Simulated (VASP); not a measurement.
These are PBE GGA, VASP's PBE PAW potentials (set 64) (plane waves; VASP 6.6.1) values and carry that method's errors.

VASP ran on this input.

File KPOINTS:
```
Automatic mesh
0
gamma
  6 6 6
0.5 0.5 0.5
```

POSCAR:
```
Sb
1.0
  2.1770650000   1.2569290000   3.8298800000
 -2.1770650000   1.2569290000   3.8298800000
  0.0000000000  -2.5138580000   3.8298800000
Sb
2
Direct
  0.2682600000   0.2682600000   0.2682600000
  0.7317400000   0.7317400000   0.7317400000
```

**INCAR**
```
SYSTEM = Sb
PREC = Accurate
ENCUT = 300
EDIFF = 1E-6
NELM = 100
ALGO = Normal
LREAL = .FALSE.
LASPH = .TRUE.
ISMEAR = 1
SIGMA = 0.272
GGA = PE
LMAXMIX = 4
LWAVE = .FALSE.
LCHARG = .FALSE.
ISIF = 2
NBANDS = 69
```

POTCAR, in this order: Sb (PBE.64 set). Program: vasp_std.

**Question.** Estimate the energy per atom (σ→0), largest force.

**Answer.** 
```json
{
  "energy per atom (σ→0)": "-4.147 eV/atom",
  "largest_force": "0.152 eV/Å"
}
```

**OSZICAR**
```
...
DAV:   4    -0.829585412036E+01   -0.40928E-02   -0.40920E-02  4464   0.291E-01
DAV:   5    -0.829586725099E+01   -0.13131E-04   -0.13130E-04  4455   0.173E-02    0.289E+00
DAV:   6    -0.829498980675E+01    0.87744E-03   -0.12145E-03  4544   0.543E-02    0.174E+00
DAV:   7    -0.829439798055E+01    0.59183E-03   -0.29967E-03  4281   0.853E-02    0.803E-02
DAV:   8    -0.829453327637E+01   -0.13530E-03   -0.15010E-04  4624   0.174E-02    0.185E-02
DAV:   9    -0.829456036145E+01   -0.27085E-04   -0.93092E-06  4350   0.502E-03    0.834E-03
DAV:  10    -0.829455987992E+01    0.48153E-06   -0.86796E-07  4664   0.141E-03
   1 F= -.82945599E+01 E0= -.82936284E+01  d E =-.279448E-02
```

The structure comes from a computed database's Sb entry; how it stands against other phases isn't given here. The cell was not relaxed at this level. The run is one of a series of settings (NBANDS = 69 against the base run), some of them coarse on purpose.
